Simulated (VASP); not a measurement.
Output of a VASP run:

File OSZICAR:
```
       N       E                     dE             d eps       ncg     rms          rms(c)
DAV:   1     0.945022537320E+02    0.94502E+02   -0.86423E+03 10256   0.129E+03
DAV:   2    -0.115893502511E+02   -0.10609E+03   -0.94711E+02 10374   0.252E+02
DAV:   3    -0.152221391785E+02   -0.36328E+01   -0.35043E+01 12488   0.560E+01
DAV:   4    -0.152598691456E+02   -0.37730E-01   -0.37716E-01 11636   0.494E+00
DAV:   5    -0.152608654681E+02   -0.99632E-03   -0.99630E-03 13222   0.915E-01    0.150E+01
DAV:   6    -0.178831955494E+02   -0.26223E+01   -0.21118E+01 11318   0.937E+01    0.319E+01
DAV:   7    -0.139521781827E+02    0.39310E+01   -0.11353E+01 12819   0.838E+01    0.771E+00
DAV:   8    -0.139721747494E+02   -0.19997E-01   -0.52187E-01 12166   0.105E+01    0.410E+00
DAV:   9    -0.139042161919E+02    0.67959E-01   -0.10760E-01 14867   0.690E+00    0.174E+00
DAV:  10    -0.138933533687E+02    0.10863E-01   -0.42646E-02 15031   0.432E+00    0.733E-01
DAV:  11    -0.138931130881E+02    0.24028E-03   -0.32560E-03 14313   0.102E+00    0.267E-01
DAV:  12    -0.138931373623E+02   -0.24274E-04   -0.49749E-04 12222   0.376E-01    0.640E-02
DAV:  13    -0.138931641806E+02   -0.26818E-04   -0.63647E-05 12369   0.908E-02    0.413E-02
DAV:  14    -0.138931621749E+02    0.20057E-05   -0.72165E-06 13027   0.640E-02    0.172E-02
DAV:  15    -0.138931620947E+02    0.80260E-07   -0.14392E-06 14720   0.220E-02    0.940E-03
DAV:  16    -0.138931621457E+02   -0.51047E-07   -0.18313E-06 13549   0.297E-02    0.259E-03
DAV:  17    -0.138931620850E+02    0.60716E-07   -0.98001E-08  5779   0.546E-03
   1 F= -.13893162E+02 E0= -.13892531E+02  d E =-.138932E+02  mag=     3.4226
       N       E                     dE             d eps       ncg     rms          rms(c)
DAV:   1    -0.138939443434E+02   -0.78220E-03   -0.35965E-02 11270   0.153E+00    0.162E-01
DAV:   2    -0.138937401518E+02    0.20419E-03   -0.17797E-03 13566   0.990E-01    0.207E-01
DAV:   3    -0.138934699623E+02    0.27019E-03   -0.98995E-04 12878   0.849E-01    0.869E-02
DAV:   4    -0.138933837395E+02    0.86223E-04   -0.15413E-04 13430   0.143E-01    0.352E-02
DAV:   5    -0.138933806049E+02    0.31345E-05   -0.13394E-05 14356   0.682E-02    0.997E-03
DAV:   6    -0.138933800723E+02    0.53264E-06   -0.83031E-07 11784   0.101E-02    0.499E-03
DAV:   7    -0.138933799777E+02    0.94616E-07   -0.18013E-07  9326   0.507E-03
   2 F= -.13893380E+02 E0= -.13892761E+02  d E =-.217893E-03  mag=     3.4185
       N       E                     dE             d eps       ncg     rms          rms(c)
DAV:   1    -0.138936886812E+02   -0.30861E-03   -0.16937E-02 11298   0.105E+00    0.112E-01
DAV:   2    -0.138935899277E+02    0.98753E-04   -0.84339E-04 13582   0.682E-01    0.141E-01
DAV:   3    -0.138934636952E+02    0.12623E-03   -0.46579E-04 12862   0.582E-01    0.598E-02
DAV:   4    -0.138934227845E+02    0.40911E-04   -0.73742E-05 13528   0.100E-01    0.240E-02
DAV:   5    -0.138934213320E+02    0.14525E-05   -0.63505E-06 14384   0.467E-02    0.674E-03
DAV:   6    -0.138934210854E+02    0.24662E-06   -0.37761E-07 10114   0.678E-03    0.346E-03
DAV:   7    -0.138934210334E+02    0.52001E-07   -0.86862E-08  6654   0.365E-03
   3 F= -.13893421E+02 E0= -.13892812E+02  d E =-.258948E-03  mag=     3.4160
```

OUTCAR:
```
------------------------ aborting loop because EDIFF is reached ----------------------------------------
  FORCE on cell =-STRESS in cart. coord.  units (eV):
  Direction    XX          YY          ZZ          XY          YZ          ZX
  --------------------------------------------------------------------------------------
  Total       -1.8223583     -1.8223583     -1.8248290      0.0000000      0.0000000      0.0000000
  in kB      -96.6404782    -96.6404782    -96.7715010      0.0000000      0.0000000      0.0000000
  external PRESSURE =     -96.6841525 kB  Pullay stress =       0.0000000 kB
  volume of cell :       30.21
      direct lattice vectors                 reciprocal lattice vectors
     2.796560348  0.000000000  0.000000000     0.357582128  0.000000000 -0.000000000
     0.000000000  2.796560348  0.000000000     0.000000000  0.357582128  0.000000000
     0.000000000  0.000000000  3.863108388    -0.000000000  0.000000000  0.258858903
 POSITION                                       TOTAL-FORCE (eV/Angst)
 -----------------------------------------------------------------------------------
      0.00000      0.00000      0.00000         0.000000      0.000000      0.000000
      1.39828      1.39828      1.93155        -0.000000      0.000000      0.000000
 -----------------------------------------------------------------------------------
    total drift:                                0.000000      0.000000     -0.000000
  FREE ENERGIE OF THE ION-ELECTRON SYSTEM (eV)
  ---------------------------------------------------
  free  energy   TOTEN  =       -13.8934210334 eV

  energy  without entropy=      -13.8915926586  energy(sigma->0) =      -13.89281158

 total charge

# of ion       s       p       d       tot
------------------------------------------
    1        0.379   0.382   6.045   6.805
    2        0.674   0.564   8.014   9.252
--------------------------------------------------
tot          1.052   0.946  14.059  16.057

 magnetization (x)

# of ion       s       p       d       tot
------------------------------------------
    1        0.008  -0.008   3.089   3.088
    2       -0.026  -0.063   0.414   0.325
--------------------------------------------------
tot         -0.018  -0.072   3.503   3.413

 reached required accuracy - stopping structural energy minimisation
```
(Selected blocks of OUTCAR.)

POSCAR:
```
FePt
1
    2.8018253934     0.0000000000     0.0000000000
    0.0000000000     2.8018253934     0.0000000000
    0.0000000000     0.0000000000     3.8486033233
Fe Pt
1 1
Direct
  0.0000000000   0.0000000000   0.0000000000
  0.5000000000   0.5000000000   0.5000000000
```

Q: Reconstruct the remaining input files.

A: This is not unique; one that fits is the input of the run itself, revPBE GGA, plane waves, VASP's PBE PAW potentials (set 64).

**KPOINTS**
```
Automatic mesh
0
gamma
 13 13 10
0 0 0
```

### INCAR
```
LWAVE  =  .FALSE.
EDIFFG  =  -0.01   # ionic stop
EDIFF  =  1E-7   # SCF stop (eV)
ISMEAR  =  1   # Methfessel-Paxton
ISPIN  =  2
SYSTEM  =  FePt
ENCUT  =  520   # plane-wave cut-off (eV)
LREAL  =  .FALSE.   # projection in real space or not
IBRION  =  2
LORBIT  =  10
ALGO  =  Normal
LMAXMIX  =  6   # l cut-off of mixed one-centre charges
ISIF  =  4   # ions and shape, fixed volume
NELM  =  100   # most electronic steps
NSW  =  30   # most ionic steps
GGA  =  RE   # revPBE
PREC  =  Accurate
LASPH  =  .TRUE.   # aspherical one-centre terms
LCHARG  =  .FALSE.
SIGMA  =  0.1
MAGMOM  =  3.0 0.3
```

POTCAR, in this order: Fe Pt (PBE.64 set). Program: vasp_std.

The compound is FePt in the L1_0 structure. This cell is one point of a volume scan, at 1.06 of the reference volume. Symmetry was kept, so distortions that lower it aren't found.
